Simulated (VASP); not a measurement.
These are PBEsol GGA, VASP's PBE PAW potentials (set 64) (plane waves; VASP 6.6.1) values and carry that method's errors.

VASP ran on this input.

**POSCAR**
```
Ga2In2N4
1.0
  3.4309349996  -5.8412778648   0.0000000000
  1.6716133795   2.8953192459   0.0000000000
  0.0000000000   0.0000000000   5.4012379824
In N Ga
2 4 2
direct
  0.3429142104   0.3429132104   0.4976004768
  0.1570857896   0.6570867896   0.9976004768
  0.3579293219   0.3579283219   0.8938960944
  0.1420706781   0.6420716781   0.3938960944
  0.8103400033   0.3103390033   0.8642664755
  0.6896599967   0.6896609967   0.3642664755
  0.8291873165   0.3291863165   0.4982369534
  0.6708126835   0.6708136835   0.9982369534
```

**KPOINTS**
```
Automatic
0
G
  4 7 4
0 0 0
```

**INCAR**
```
SYSTEM  =  Ga2In2N4
PREC  =  Accurate; ENCUT  =  520; LREAL  =  .FALSE.
LASPH  =  .TRUE.
EDIFF  =  1E-6; NELM  =  100; ALGO  =  Normal
LMAXMIX  =  4
ISMEAR  =  0; SIGMA  =  0.05
GGA  =  PS
IBRION  =  2; NSW  =  60; ISIF  =  3
EDIFFG  =  -0.02
LWAVE  =  .FALSE.; LCHARG  =  .FALSE.
```

POTCAR, in this order: In_d N Ga_d (PBE.64 set). Program: vasp_std.

The resulting files:

File OSZICAR:
```
       N       E                     dE             d eps       ncg     rms          rms(c)
DAV:   1     0.825944269741E+03    0.82594E+03   -0.34094E+04  4001   0.275E+03
DAV:   2     0.113607651893E+03   -0.71234E+03   -0.69111E+03  3958   0.668E+02
DAV:   3    -0.430398744941E+02   -0.15665E+03   -0.15261E+03  4505   0.252E+02
DAV:   4    -0.564360812915E+02   -0.13396E+02   -0.13286E+02  5032   0.731E+01
DAV:   5    -0.568294126343E+02   -0.39333E+00   -0.39211E+00  5292   0.141E+01    0.177E+01
DAV:   6    -0.488475413745E+02    0.79819E+01   -0.31299E+01  6710   0.603E+01    0.114E+01
DAV:   7    -0.491426237772E+02   -0.29508E+00   -0.45238E+00  4233   0.120E+01    0.417E+00
DAV:   8    -0.490646052024E+02    0.78019E-01   -0.31849E-01  6030   0.553E+00    0.237E+00
DAV:   9    -0.490369147026E+02    0.27690E-01   -0.78552E-02  6585   0.397E+00    0.464E-01
DAV:  10    -0.490363145219E+02    0.60018E-03   -0.96773E-03  5588   0.109E+00    0.368E-01
DAV:  11    -0.490363371505E+02   -0.22629E-04   -0.44401E-03  6870   0.663E-01    0.154E-01
DAV:  12    -0.490363957914E+02   -0.58641E-04   -0.88612E-04  4799   0.222E-01    0.491E-02
DAV:  13    -0.490364104056E+02   -0.14614E-04   -0.85658E-05  5001   0.972E-02    0.439E-02
DAV:  14    -0.490364045632E+02    0.58424E-05   -0.20668E-05  6309   0.627E-02    0.203E-02
DAV:  15    -0.490364039725E+02    0.59068E-06   -0.70140E-06  5094   0.195E-02
   1 F= -.49036404E+02 E0= -.49036404E+02  d E =-.490364E+02
       N       E                     dE             d eps       ncg     rms          rms(c)
DAV:   1    -0.490394135370E+02   -0.30090E-02   -0.14639E-01  6057   0.350E+00    0.411E-01
DAV:   2    -0.490375136648E+02    0.18999E-02   -0.10079E-02  5246   0.145E+00    0.175E-01
DAV:   3    -0.490367788758E+02    0.73479E-03   -0.22231E-03  5643   0.716E-01    0.799E-02
DAV:   4    -0.490367301176E+02    0.48758E-04   -0.55239E-04  6306   0.396E-01    0.432E-02
DAV:   5    -0.490367383585E+02   -0.82409E-05   -0.18056E-04  4547   0.141E-01    0.234E-02
DAV:   6    -0.490367392399E+02   -0.88134E-06   -0.24493E-05  5520   0.525E-02    0.101E-02
DAV:   7    -0.490367389514E+02    0.28842E-06   -0.54347E-06  4238   0.471E-02
   2 F= -.49036739E+02 E0= -.49036739E+02  d E =-.334979E-03
       N       E                     dE             d eps       ncg     rms          rms(c)
DAV:   1    -0.490368867915E+02   -0.14755E-03   -0.65103E-03  6057   0.746E-01    0.863E-02
DAV:   2    -0.490368050640E+02    0.81727E-04   -0.45484E-04  5270   0.305E-01    0.369E-02
DAV:   3    -0.490367719507E+02    0.33113E-04   -0.95597E-05  5709   0.150E-01    0.166E-02
DAV:   4    -0.490367685424E+02    0.34083E-05   -0.23690E-05  6401   0.788E-02    0.855E-03
DAV:   5    -0.490367685077E+02    0.34615E-07   -0.73700E-06  3553   0.290E-02
   3 F= -.49036769E+02 E0= -.49036769E+02  d E =-.364535E-03
       N       E                     dE             d eps       ncg     rms          rms(c)
DAV:   1    -0.490370939518E+02   -0.32541E-03   -0.58138E-02  5089   0.165E+00    0.128E-01
DAV:   2    -0.490370068037E+02    0.87148E-04   -0.21987E-03  5362   0.557E-01    0.555E-02
DAV:   3    -0.490369456279E+02    0.61176E-04   -0.21200E-04  5931   0.231E-01    0.257E-02
DAV:   4    -0.490369368873E+02    0.87406E-05   -0.57799E-05  6443   0.101E-01    0.109E-02
DAV:   5    -0.490369366030E+02    0.28434E-06   -0.13811E-05  4755   0.504E-02    0.685E-03
DAV:   6    -0.490369364980E+02    0.10504E-06   -0.19140E-06  2713   0.173E-02
   4 F= -.49036936E+02 E0= -.49036936E+02  d E =-.167990E-03
       N       E                     dE             d eps       ncg     rms          rms(c)
DAV:   1    -0.490370444616E+02   -0.10786E-03   -0.25815E-02  5081   0.110E+00    0.849E-02
DAV:   2    -0.490370071162E+02    0.37345E-04   -0.98498E-04  5367   0.375E-01    0.367E-02
DAV:   3    -0.490369802408E+02    0.26875E-04   -0.96863E-05  5920   0.154E-01    0.172E-02
DAV:   4    -0.490369761017E+02    0.41391E-05   -0.25626E-05  6390   0.677E-02    0.746E-03
DAV:   5    -0.490369758392E+02    0.26245E-06   -0.59900E-06  3771   0.337E-02
   5 F= -.49036976E+02 E0= -.49036976E+02  d E =-.207331E-03
       N       E                     dE             d eps       ncg     rms          rms(c)
DAV:   1    -0.490370512447E+02   -0.75143E-04   -0.47110E-02  4658   0.137E+00    0.921E-02
DAV:   2    -0.490371097733E+02   -0.58529E-04   -0.16459E-03  4667   0.430E-01    0.296E-02
DAV:   3    -0.490371066385E+02    0.31348E-05   -0.19845E-04  5621   0.208E-01    0.182E-02
DAV:   4    -0.490371047847E+02    0.18538E-05   -0.33460E-05  6023   0.108E-01    0.104E-02
DAV:   5    -0.490371053450E+02   -0.56026E-06   -0.10782E-05  4707   0.300E-02    0.452E-03
DAV:   6    -0.490371054887E+02   -0.14370E-06   -0.62817E-07  2330   0.931E-03
   6 F= -.49037105E+02 E0= -.49037105E+02  d E =-.129649E-03
       N       E                     dE             d eps       ncg     rms          rms(c)
DAV:   1    -0.490371016047E+02    0.37403E-05   -0.34949E-02  4655   0.118E+00    0.792E-02
DAV:   2    -0.490371466078E+02   -0.45003E-04   -0.12327E-03  4698   0.372E-01    0.254E-02
DAV:   3    -0.490371441925E+02    0.24153E-05   -0.14461E-04  5640   0.177E-01    0.159E-02
DAV:   4    -0.490371428131E+02    0.13794E-05   -0.24264E-05  5818   0.910E-02    0.891E-03
DAV:   5    -0.490371432542E+02   -0.44110E-06   -0.77167E-06  4200   0.268E-02
   7 F= -.49037143E+02 E0= -.49037143E+02  d E =-.167415E-03
```

File OUTCAR:
```
------------------------ aborting loop because EDIFF is reached ----------------------------------------
  FORCE on cell =-STRESS in cart. coord.  units (eV):
  Direction    XX          YY          ZZ          XY          YZ          ZX
  --------------------------------------------------------------------------------------
  Total        0.0384498      0.0458904      0.0587268      0.0064437      0.0000000      0.0000000
  in kB        0.5796017      0.6917628      0.8852620      0.0971343      0.0000000      0.0000000
  external PRESSURE =       0.7188755 kB  Pullay stress =       0.0000000 kB
  volume of cell :      106.29
      direct lattice vectors                 reciprocal lattice vectors
     3.419657232 -5.833953996  0.000000000     0.147321137 -0.085055900  0.000000000
     1.671261495  2.894709762  0.000000000     0.296908778  0.174037411  0.000000000
     0.000000000  0.000000000  5.409222263     0.000000000  0.000000000  0.184869460
 POSITION                                       TOTAL-FORCE (eV/Angst)
 -----------------------------------------------------------------------------------
      1.74933     -1.00998      2.69532         0.009839     -0.005681     -0.009503
      1.63176      0.98771      5.39993        -0.009839      0.005681     -0.009503
      1.81764     -1.04942      4.83386         0.000153     -0.000089      0.016896
      1.56345      1.02715      2.12925        -0.000153      0.000089      0.016896
      3.28670     -3.82739      4.67307        -0.002479      0.001431      0.000063
      3.51405     -2.02883      1.96846         0.002479     -0.001431      0.000063
      3.38764     -3.88567      2.69475         0.010534     -0.006082     -0.007456
      3.41311     -1.97056      5.39936        -0.010534      0.006082     -0.007456
 -----------------------------------------------------------------------------------
    total drift:                                0.000103      0.006745     -0.001162
  FREE ENERGIE OF THE ION-ELECTRON SYSTEM (eV)
  ---------------------------------------------------
  free  energy   TOTEN  =       -49.0371432542 eV

  energy  without entropy=      -49.0371432542  energy(sigma->0) =      -49.03714325

 reached required accuracy - stopping structural energy minimisation
```
(Selected blocks of OUTCAR.)

### CONTCAR
```
Ga2In2N4
   1.00000000000000
     3.4196572315009179   -5.8339539958295079    0.0000000000000000
     1.6712614950888831    2.8947097622625164    0.0000000000000000
     0.0000000000000000    0.0000000000000000    5.4092222632674174
  In              N               Ga
     2     4     2
Direct
     0.3436183771757779    0.3436173771757886    0.4982819735124969
     0.1563816228242222    0.6563826228242114    0.9982819735124971
     0.3570357614279992    0.3570347614279734    0.8936331418660602
     0.1429642385720008    0.6429652385720266    0.3936331418660602
     0.8097423577902820    0.3097413577902693    0.8639083674659472
     0.6902576422097180    0.6902586422097308    0.3639083674659473
     0.8295694522068845    0.3295684522068861    0.4981765172555022
     0.6704305477931155    0.6704315477931139    0.9981765172555020
```

File OUTCAR:
```
 val. band max:        6.1540381746   @ k =   0.0000   0.0000   0.0000

 cond. band min:       6.5727907085   @ k =   0.0000   0.0000   0.0000


 Fermi energy:         6.3689302917

 k-point     1 :       0.0000    0.0000    0.0000
  band No.  band energies     occupation
      1      -9.2928      2.00000
      2      -9.0182      2.00000
      3      -8.8250      2.00000
      4      -8.7275      2.00000
      5      -7.4174      2.00000
      6      -7.4146      2.00000
      7      -7.4063      2.00000
      8      -7.3435      2.00000
      9      -7.3350      2.00000
     10      -7.3082      2.00000
     11      -7.2751      2.00000
     12      -7.2421      2.00000
     13      -7.1792      2.00000
     14      -7.1429      2.00000
     15      -7.1036      2.00000
     16      -7.0708      2.00000
     17      -7.0111      2.00000
     18      -7.0018      2.00000
     19      -6.9277      2.00000
     20      -6.9027      2.00000
     21      -6.7794      2.00000
     22      -5.6342      2.00000
     23      -5.5178      2.00000
     24      -5.0174      2.00000
     25      -0.5306      2.00000
     26       0.0822      2.00000
     27       0.9801      2.00000
     28       2.2250      2.00000
     29       3.3606      2.00000
     30       3.9813      2.00000
     31       4.9623      2.00000
     32       5.0035      2.00000
     33       5.2600      2.00000
     34       5.8978      2.00000
     35       5.9060      2.00000
     36       6.1540      2.00000
     37       6.5728      0.00000
     38       9.0218      0.00000
     39      10.5614      0.00000
     40      11.0123      0.00000
     41      11.6607      0.00000
     42      13.0140      0.00000
     43      13.9631      0.00000

 k-point     2 :       0.2500    0.0000    0.0000
  band No.  band energies     occupation
      1      -9.2280      2.00000
      2      -8.9888      2.00000
      3      -8.8436      2.00000
      4      -8.7156      2.00000
      5      -7.4052      2.00000
...
```

Unless said otherwise, spin-orbit coupling is left out, though it shifts the bands of the heavy elements here.

The structure was generated: Ga2In2N4 was put into an ordered model structure (Pmn2_1), which need not be its known phase. This run relaxes it. Symmetry was kept, so distortions that lower it aren't found. The start is the result of an earlier pass.
